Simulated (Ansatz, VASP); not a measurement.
**SnTe in two plane-wave programs**

Wanted: the spread between two codes on one cell, functional and k mesh. The cell is taken from a series of runs on this material, whose earlier steps may have relaxed, scaled, displaced or heated it; both programs get it as it stands.

Calculated with Ansatz 0.2.0; plane waves, with VASP 6.6.1 beside it; zone-centre phonons at LDA.

## (1) The starting structure

It takes space group I4/mmm (No. 139, tetragonal). Conventional cell: a = 4.410 Å, b = 4.410 Å, c = 6.173 Å, α = 90.00°, β = 90.00°, γ = 90.00°. Nearest to Sn lie 6 Te at 3.09 to 3.12 Å. Nearest to Te lie 6 Sn at 3.09 to 3.12 Å. Farther neighbours and most contacts between anions are not listed.

As a file:

```xyz
2
Lattice="0.0000 3.1184 3.0867 3.1184 0.0000 3.0867 3.1184 3.1184 0.0000" Properties=species:S:1:pos:R:3 pbc="T T T"
Sn    0.0000    0.0000    0.0000
Te    3.1184    3.1184    3.0867
```

## (2) VASP: zone-centre phonons, LDA

Second derivatives magnify differences that forces hide, and they need a tight electronic threshold.

Lines of VASP's logs that name or quote its potential files are left out, and so is its time.

INCAR reads:

```
SYSTEM = SnTe
PREC = Accurate
ENCUT = 500
EDIFF = 1E-08
NELM = 120
ISMEAR = 0
SIGMA = 0.01
LREAL = .FALSE.
ALGO = Normal
GGA = CA
NBANDS = 16
LORBIT = 11
LWAVE = .FALSE.
LCHARG = .FALSE.
ISIF = 2
IBRION = 8
LASPH = .TRUE.
GGA_COMPAT = .FALSE.
EFERMI = MIDGAP
KPAR = 2
```

POSCAR reads:

```
SnTe
1.0
    0.0000000000      3.1183987091      3.0866667758
    3.1183987091      0.0000000000      3.0866667758
    3.1183987091      3.1183987091      0.0000000000
Sn Te
1 1
Direct
    0.0000000000      0.0000000000      0.0000000000
    0.5000000000      0.5000000000      0.5000000000
```

KPOINTS reads:

```
Automatic mesh
0
Gamma
12 12 12
0 0 0
```

Potentials, in the order of the species: Sn_d and Te (LDA family, release 64).

Started as:

```bash
mpirun -np 2 vasp_std
```

Numbers of over 12 decimals in the logs are rounded to 6 here.

What it wrote:

```text
[banner, memory and clock lines left out]
running    2 mpi-ranks, on    1 nodes
 distrk:  each k-point on    1 cores,    2 groups
 distr:  one band on    1 cores,    1 groups

 POSCAR found type information on POSCAR SnTe
 POSCAR found :  2 types and       2 ions
 LDA part: xc-table for (Slater(with rela. corr.)+CA(PZ))
 , standard interpolation
 POSCAR, INCAR and KPOINTS ok, starting setup
 FFT: planning ... GRIDC
 FFT: planning ... GRID_SOFT
 FFT: planning ... GRID
 WAVECAR not read
 entering main loop
       N       E                     dE             d eps       ncg     rms          rms(c)
DAV:   1     0.122111318407E+03    0.12211E+03   -0.94560E+03  5256   0.142E+03
DAV:   2     0.139714814919E+01   -0.12071E+03   -0.11800E+03  5624   0.347E+02
DAV:   3    -0.860576991505E+01   -0.10003E+02   -0.99596E+01  6704   0.882E+01
DAV:   4    -0.887281324969E+01   -0.26704E+00   -0.26699E+00  6296   0.158E+01
DAV:   5    -0.888477194995E+01   -0.11959E-01   -0.11959E-01  7840   0.305E+00    0.508E+00
DAV:   6    -0.883501198066E+01    0.49760E-01   -0.10131E-01  7680   0.235E+00    0.319E+00
DAV:   7    -0.883028852668E+01    0.47235E-02   -0.38909E-02  6872   0.110E+00    0.660E-01
DAV:   8    -0.882934023964E+01    0.94829E-03   -0.65273E-03  6632   0.667E-01    0.144E-01
DAV:   9    -0.882937582386E+01   -0.35584E-04   -0.53341E-04  7376   0.217E-01    0.525E-02
DAV:  10    -0.882935671486E+01    0.19109E-04   -0.63904E-05  6856   0.737E-02    0.239E-02
DAV:  11    -0.882935693264E+01   -0.21778E-06   -0.21275E-05  6904   0.383E-02    0.148E-02
DAV:  12    -0.882935651344E+01    0.41920E-06   -0.21502E-06  6624   0.127E-02    0.857E-03
DAV:  13    -0.882935648590E+01    0.27540E-07   -0.23859E-07  6800   0.315E-03    0.153E-03
DAV:  14    -0.882935647892E+01    0.69826E-08   -0.29316E-08  5576   0.246E-03
   1 F= -.88293565E+01 E0= -.88293565E+01  d E =-.533645E-71
 Linear response reoptimize wavefunctions to high precision
DAV:   1    -0.882935647914E+01   -0.21691E-09   -0.63620E-09  6552   0.386E-04
DAV:   2    -0.882935647918E+01   -0.44110E-10   -0.25612E-10  3616   0.103E-04
 Linear response DOF=           4
 Linear response progress:
  Degree of freedom:   1/  4
       N       E                     dE             d eps       ncg     rms          rms(c)
RMM:   1    -0.217469819444E+00   -0.21747E+00    0.34781E-01 10834   0.107E+01
RMM:   2    -0.222928708203E+00   -0.54589E-02   -0.11940E-02 15781   0.880E-01    0.829E-02
RMM:   3    -0.222799154333E+00    0.12955E-03   -0.92289E-04 17380   0.243E-01    0.436E-02
RMM:   4    -0.222552345639E+00    0.24681E-03   -0.83131E-05 17418   0.730E-02    0.816E-03
RMM:   5    -0.222550618308E+00    0.17273E-05   -0.75804E-06 17945   0.223E-02    0.380E-03
RMM:   6    -0.222556417998E+00   -0.57997E-05   -0.12784E-06 17693   0.771E-03    0.134E-03
RMM:   7    -0.222556505069E+00   -0.87071E-07   -0.30286E-07 18128   0.302E-03    0.750E-04
RMM:   8    -0.222554009475E+00    0.24956E-05    0.20796E-07 17583   0.133E-03    0.174E-04
RMM:   9    -0.222553904560E+00    0.10491E-06    0.35565E-07 18594   0.606E-04    0.190E-04
RMM:  10    -0.222553788413E+00    0.11615E-06    0.49153E-07 18790   0.293E-04    0.201E-04
RMM:  11    -0.222553779310E+00    0.91022E-08    0.36451E-07 18804   0.159E-04    0.371E-04
RMM:  12    -0.222553471590E+00    0.30772E-06    0.19869E-07 16900   0.916E-05    0.937E-05
RMM:  13    -0.222553270230E+00    0.20136E-06    0.10104E-07 18128   0.606E-05    0.572E-05
RMM:  14    -0.222553223469E+00    0.46761E-07    0.39247E-08 19208   0.362E-05    0.768E-05
RMM:  15    -0.222553237991E+00   -0.14522E-07    0.23408E-08 18420   0.251E-05    0.266E-05
RMM:  16    -0.222553257481E+00   -0.19490E-07    0.70069E-09 17305   0.199E-05    0.567E-07
RMM:  17    -0.222553261584E+00   -0.41025E-08    0.57497E-09 12309   0.170E-05    0.489E-06
 first order change of Fermi-energy   0.17004E-03
 force on displaced ion       1 direction 1 :  -0.310   0.000   0.000
 Linear response progress:
  Degree of freedom:   2/  4
       N       E                     dE             d eps       ncg     rms          rms(c)
RMM:   1    -0.217655726297E+00   -0.21766E+00    0.33916E-01  6321   0.106E+01
RMM:   2    -0.223048194120E+00   -0.53925E-02   -0.11963E-02  9135   0.878E-01    0.895E-02
RMM:   3    -0.222894447547E+00    0.15375E-03   -0.91854E-04 10043   0.243E-01    0.474E-02
RMM:   4    -0.222629643009E+00    0.26480E-03   -0.87548E-05 10016   0.743E-02    0.795E-03
RMM:   5    -0.222631303331E+00   -0.16603E-05   -0.74892E-06 10337   0.224E-02    0.376E-03
RMM:   6    -0.222638419658E+00   -0.71163E-05   -0.13344E-06 10160   0.793E-03    0.130E-03
RMM:   7    -0.222637742309E+00    0.67735E-06   -0.30344E-07 10524   0.313E-03    0.818E-04
RMM:   8    -0.222635892209E+00    0.18501E-05    0.22958E-07 10289   0.135E-03    0.330E-04
RMM:   9    -0.222635305167E+00    0.58704E-06    0.33623E-07 10768   0.636E-04    0.178E-04
RMM:  10    -0.222635028091E+00    0.27708E-06    0.46280E-07 10726   0.317E-04    0.128E-04
RMM:  11    -0.222635073195E+00   -0.45104E-07    0.32332E-07 11256   0.159E-04    0.223E-04
RMM:  12    -0.222634905023E+00    0.16817E-06    0.16570E-07 10499   0.923E-05    0.152E-04
RMM:  13    -0.222634772128E+00    0.13289E-06    0.79152E-08 10476   0.567E-05    0.567E-05
RMM:  14    -0.222634753178E+00    0.18950E-07    0.33850E-08 10884   0.332E-05    0.505E-05
RMM:  15    -0.222634665040E+00    0.88138E-07    0.17424E-08  9882   0.270E-05    0.292E-06
RMM:  16    -0.222634661785E+00    0.32557E-08    0.81781E-09 10383   0.196E-05    0.143E-06
 first order change of Fermi-energy  -0.94873E-04
 force on displaced ion       1 direction 3 :   0.000   0.000  -0.529
 Linear response progress:
  Degree of freedom:   3/  4
       N       E                     dE             d eps       ncg     rms          rms(c)
RMM:   1    -0.479021120214E-01   -0.47902E-01    0.62896E-02 19217   0.888E-01
RMM:   2    -0.482836064389E-01   -0.38149E-03   -0.20327E-03 16856   0.223E-01    0.672E-02
RMM:   3    -0.484314772623E-01   -0.14787E-03   -0.16495E-04 17038   0.641E-02    0.483E-02
RMM:   4    -0.486537825003E-01   -0.22231E-03   -0.25226E-05 16864   0.316E-02    0.577E-03
RMM:   5    -0.486612882279E-01   -0.75057E-05   -0.10806E-06 17373   0.773E-03    0.298E-03
RMM:   6    -0.486620583123E-01   -0.77008E-06   -0.96781E-08 16980   0.221E-03    0.751E-04
RMM:   7    -0.486603994158E-01    0.16589E-05   -0.69233E-09 17326   0.472E-04    0.121E-04
RMM:   8    -0.486605556573E-01   -0.15624E-06   -0.27879E-09 16837   0.151E-04    0.412E-05
RMM:   9    -0.486605555234E-01    0.13388E-09    0.26229E-07 18195   0.554E-05    0.178E-05
RMM:  10    -0.486605786824E-01   -0.23159E-07    0.39680E-07 18320   0.201E-05    0.283E-06
RMM:  11    -0.486605589155E-01    0.19767E-07    0.36234E-08 16919   0.110E-05    0.913E-07
RMM:  12    -0.486605597231E-01   -0.80761E-09   -0.24517E-09 13056   0.856E-06    0.413E-07
 first order change of Fermi-energy  -0.25293E-03
 force on displaced ion       2 direction 1 :  -0.293   0.000   0.000
 Linear response progress:
  Degree of freedom:   4/  4
       N       E                     dE             d eps       ncg     rms          rms(c)
RMM:   1    -0.478575009182E-01   -0.47858E-01    0.64644E-02 11133   0.902E-01
RMM:   2    -0.483034230800E-01   -0.44592E-03   -0.20701E-03  9778   0.226E-01    0.721E-02
RMM:   3    -0.484533108290E-01   -0.14989E-03   -0.16659E-04  9880   0.652E-02    0.518E-02
RMM:   4    -0.486845824110E-01   -0.23127E-03   -0.26736E-05  9789   0.329E-02    0.591E-03
RMM:   5    -0.486903339277E-01   -0.57515E-05   -0.11228E-06 10088   0.796E-03    0.310E-03
RMM:   6    -0.486913363223E-01   -0.10024E-05   -0.10033E-07  9852   0.226E-03    0.756E-04
RMM:   7    -0.486898035249E-01    0.15328E-05   -0.33015E-08 10095   0.479E-04    0.122E-04
RMM:   8    -0.486899484918E-01   -0.14497E-06   -0.12504E-07  9756   0.153E-04    0.395E-05
RMM:   9    -0.486899437797E-01    0.47122E-08    0.12292E-07 10567   0.562E-05    0.191E-05
RMM:  10    -0.486899724827E-01   -0.28703E-07    0.40928E-07 10542   0.200E-05    0.295E-06
RMM:  11    -0.486899535674E-01    0.18915E-07    0.26288E-08  9878   0.103E-05    0.985E-07
RMM:  12    -0.486899535539E-01    0.13502E-10   -0.16415E-08  7693   0.780E-06    0.421E-07
 first order change of Fermi-energy   0.19174E-03
 force on displaced ion       2 direction 3 :   0.000   0.000  -0.526
 Linear response finished
```

From OUTCAR (step 2):

```text
ion  position               nearest neighbor table
   1  0.000  0.000  0.000-   2 3.09   2 3.09   2 3.12   2 3.12   2 3.12   2 3.12
   2  0.500  0.500  0.500-   1 3.09   1 3.09   1 3.12   1 3.12   1 3.12   1 3.12

  LATTYP: Found a body centered tetragonal cell.
 ALAT       =     4.4100817473
 C/A-ratio  =     1.3998229297

 Subroutine GETGRP returns: Found 16 space group operations
 (whereof 16 operations were pure point group operations)

The static configuration has the point symmetry D_4h.

 Found    163 irreducible k-points:

   k-points           NKPTS =    163   k-points in BZ     NKDIM =    163   number of bands    NBANDS=     16

   dimension x,y,z NGX =    32 NGY =   32 NGZ =   32
   dimension x,y,z NGXF=    64 NGYF=   64 NGZF=   64

   ENCUT  =  500.0 eV  36.75 Ry    6.06 a.u.   8.00  8.00  8.04*2*pi/ulx,y,z

   NELECT =      20.0000    total number of electrons

 k-points in reciprocal lattice and weights: Automatic mesh
   0.00000000  0.00000000  0.00000000       0.001
   0.08333333 -0.00000000  0.00000000       0.005
   0.16666667 -0.00000000  0.00000000       0.005
   0.25000000 -0.00000000  0.00000000       0.005
   0.33333333  0.00000000  0.00000000       0.005
   0.41666667 -0.00000000  0.00000000       0.005
   0.50000000 -0.00000000  0.00000000       0.002
   0.08333333  0.08333333  0.00000000       0.001
   0.16666667  0.08333333  0.00000000       0.005
[...]
-0.33333333  0.16666667  0.50000000       0.002
  -0.25000000  0.25000000  0.50000000       0.001

 average (electrostatic) potential at core
       1 -99.9082       2 -88.2893

  Total        0.0242735      0.0242735      0.6103503      0.0000000      0.0000000     -0.0000000
  in kB        0.6478282      0.6478282     16.2894601      0.0000000      0.0000000     -0.0000000
  external PRESSURE =       5.8617055 kB  Pullay stress =       0.0000000 kB

  energy-cutoff  :      500.00
  volume of cell :       60.03
      direct lattice vectors                 reciprocal lattice vectors
     0.000000000  3.118398709  3.086666776    -0.160338702  0.160338702  0.161987035
     3.118398709  0.000000000  3.086666776     0.160338702 -0.160338702  0.161987035
     3.118398709  3.118398709  0.000000000     0.160338702  0.160338702 -0.161987035

 POSITION                                       TOTAL-FORCE (eV/Angst)
 -----------------------------------------------------------------------------------
      0.00000      0.00000      0.00000         0.000000     -0.000000      0.000000
      3.11840      3.11840      3.08667        -0.000000      0.000000     -0.000000
 -----------------------------------------------------------------------------------
    total drift:                                0.000000     -0.000000     -0.000000

 Eigenvectors and eigenvalues of the dynamical matrix
 ----------------------------------------------------

   1 f  =    1.448406 THz     9.100603 2PiTHz   48.313624 cm-1     5.990123 meV
             X         Y         Z           dx          dy          dz
      0.000000  0.000000  0.000000     0.000000    0.000000   -0.720679
      3.118399  3.118399  3.086667    -0.000000   -0.000000    0.693269

   2 f  =    1.095291 THz     6.881916 2PiTHz   36.534975 cm-1     4.529758 meV
             X         Y         Z           dx          dy          dz
      0.000000  0.000000  0.000000     0.000000    0.729247    0.000000
      3.118399  3.118399  3.086667    -0.000000   -0.684250   -0.000000

   3 f  =    1.095291 THz     6.881916 2PiTHz   36.534975 cm-1     4.529758 meV
             X         Y         Z           dx          dy          dz
      0.000000  0.000000  0.000000     0.729247   -0.000000   -0.000000
      3.118399  3.118399  3.086667    -0.684250   -0.000000    0.000000

   4 f/i=    0.001930 THz     0.012127 2PiTHz    0.064383 cm-1     0.007982 meV
             X         Y         Z           dx          dy          dz
      0.000000  0.000000  0.000000     0.000000    0.000000    0.693269
      3.118399  3.118399  3.086667     0.000000    0.000000    0.720679

   5 f/i=    0.015086 THz     0.094788 2PiTHz    0.503213 cm-1     0.062390 meV
             X         Y         Z           dx          dy          dz
      0.000000  0.000000  0.000000    -0.373454   -0.573351    0.000000
      3.118399  3.118399  3.086667    -0.398012   -0.611055    0.000000

   6 f/i=    0.015086 THz     0.094788 2PiTHz    0.503213 cm-1     0.062390 meV
             X         Y         Z           dx          dy          dz
      0.000000  0.000000  0.000000     0.573351   -0.373454    0.000000
      3.118399  3.118399  3.086667     0.611055   -0.398012    0.000000

 ELASTIC MODULI CONTR FROM IONIC RELAXATION (kBar)
 Direction    XX          YY          ZZ          XY          YZ          ZX
 --------------------------------------------------------------------------------
 XX           0.0000      0.0000      0.0000      0.0000      0.0000      0.0000
 YY           0.0000      0.0000      0.0000      0.0000      0.0000      0.0000
 ZZ           0.0000      0.0000      0.0000      0.0000      0.0000      0.0000
 XY           0.0000      0.0000      0.0000      0.0000      0.0000      0.0000
 YZ           0.0000      0.0000      0.0000      0.0000      0.0000      0.0000
 ZX           0.0000      0.0000      0.0000      0.0000      0.0000      0.0000
 --------------------------------------------------------------------------------
```

[end of part 1 of 2]

[Lines on the potential files, build, host, timing and source positions are cut from VASP's logs without a mark.]

[Logs are printed without paths, hosts, clocks, repeated set-up lines and the standing remarks that a program may print on its own settings, such as how far it seeks lower states.]

[Hosts, paths, dates, database ids (printed as entryN), source tags and the programs' standing remarks are cut or masked in the printed files.]
